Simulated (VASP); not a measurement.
Runs of VASP 6.6.1 on TiO2. The structure is tetragonal, space group P4_2/mnm (No. 136). Conventional cell: a = 4.600 Å, b = 4.600 Å, c = 2.959 Å, α = 90.00°, β = 90.00°, γ = 90.00°. Ti (site symmetry mmm) is surrounded by 6 O at 1.95 to 1.98 Å. O (site symmetry m2m) is surrounded by 3 Ti at 1.95 to 1.98 Å. The cell is a database's computed one.

```tsv
task	level	potentials or basis	spin	k mesh	cutoff (eV)	further INCAR settings	mesh quality	gap on the mesh (eV)	pressure (GPa)	largest force (eV/Å)
band structure	LDA	VASP PAW LDA potentials, release 64 (Ti_sv, O)	off	6 × 6 × 8	520	ALGO = Fast; EDIFF = 1e-06	not flagged	1.78	-7.8	0.10
band structure	PBE	VASP PAW PBE potentials, release 64 (Ti_sv_GW, O_GW)	off	6 × 6 × 8	450	ALGO = Fast; EDIFF = 1e-06	not flagged	1.87	-	-
band structure	TB-mBJ	VASP PAW PBE potentials, release 64 (Ti_sv, O)	off	6 × 6 × 8	520	ALGO = Normal; EDIFF = 1e-06	not flagged	2.71	-	-
band structure	PBE	VASP PAW PBE potentials, release 64 (Ti_sv, O)	non-collinear, zero start, SOC	6 × 6 × 8	520	ALGO = Fast; EDIFF = 1e-06	not flagged	-	4.9	0.02
band structure	r2SCAN	VASP PAW PBE potentials, release 64 (Ti_sv, O)	off	6 × 6 × 8	520	ALGO = Normal; EDIFF = 1e-06	not flagged	(a)	0.3	0.02
single point	PBE	VASP PAW PBE potentials, release 64 (Ti_sv, O)	off	3 × 3 × 3	520	ALGO = Fast; EDIFF = 1e-06	coarse	(b)	5.1	0.03
band structure	PBE	VASP PAW PBE potentials, release 64 (Ti_sv, O)	off	6 × 6 × 8	520	ALGO = Fast; EDIFF = 1e-06	not flagged	1.87	4.9	0.02
```

Alike in all rows: cell as given; smearing gaussian 0.02 eV.

Estimate the missing entries.

(a) 2.21; (b) 1.83.

Caveats: some runs use coarse meshes; the PAW data sets were made with another functional, which shifts forces and pressure a little (some runs); the cutoff is under 1.25 times the usual one of these potentials, so pressure, stress and relaxed cells hold a basis-set (Pulay) error (some runs); an odd mesh through Γ misses points on the zone boundary, where band edges often lie (some runs).
